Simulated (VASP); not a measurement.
Consider the following.

```yaml
crystal:
  lattice:
    - [0.00000, 2.98372, 2.98372]
    - [2.98372, 0.00000, 2.98372]
    - [2.98372, 2.98372, 0.00000]
  atoms:
    - { symbol: Pb, position: [0.00000, 0.00000, 0.00000] }
    - { symbol: S, position: [0.50000, 0.50000, 0.50000] }
```

Level of theory: PBE GGA with D3 dispersion (zero damping), VASP's PBE PAW potentials (set 64) (plane waves; VASP). Run with 520 eV cut-off, Gaussian smearing of 0.050 eV, potentials Pb_d S.

Unless said otherwise, spin-orbit coupling is left out, though it shifts the bands of the heavy elements here.

### Question
What does the run give for the band gap (along the path) with the smallest direct gap where there is one?

### Answer

```
Item                                    Value
------------------------------------  -------
band gap (along the path)             0.43 eV
smallest direct gap (along the path)  0.43 eV
```

The compound is PbS in the rock salt structure. It was relaxed first.
